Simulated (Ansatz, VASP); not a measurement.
## LuSc4Se3 in VASP and in Ansatz

```
Lu Sc Se
1.0
     5.63642    0.00000    0.00000
     0.00000    5.63642    0.00000
     0.00000    0.00000    5.63642
Lu Sc Se
1 4 3
Direct
  0.00000 0.00000 0.00000
  0.50000 0.00000 0.00000
  0.00000 0.50000 0.00000
  0.00000 0.00000 0.50000
  0.50000 0.50000 0.50000
  0.00000 0.50000 0.50000
  0.50000 0.00000 0.50000
  0.50000 0.50000 0.00000
```

Alike in both runs: functional PBE; k mesh 4 × 4 × 4; occupations gaussian, width 0.1 eV; no spin polarisation.

Ansatz relaxed the structure, and its values are those at the end. VASP's run is a single point on that final structure, the one shown.

|  | VASP | Ansatz |
| --- | --- | --- |
| version | VASP 6.6.1 | Ansatz 0.2.0 |
| potentials or method | VASP PAW PBE potentials, release 64 (Lu, Sc_sv, Se) | scalar-relativistic, plane waves, PAW |
| plane-wave cutoff (eV) | 520 | 420 |
| valence electrons in the cell | 87 | 117 |

Ansatz gave:

```
gap on the k mesh at the Fermi level (eV) : none
pressure (GPa)                            : 0.2
```

What did VASP give for the same quantities?

gap on the k mesh at the Fermi level (eV): none; pressure (GPa): 0.3.

A gap of «none» marks a metal or a gap that the smearing closes. With one functional, cell and mesh, what is left measures potentials, basis and numerics. The two sets of potentials don't hold the same shells in valence.

Spin-orbit coupling is left out, which matters for the levels of Lu.
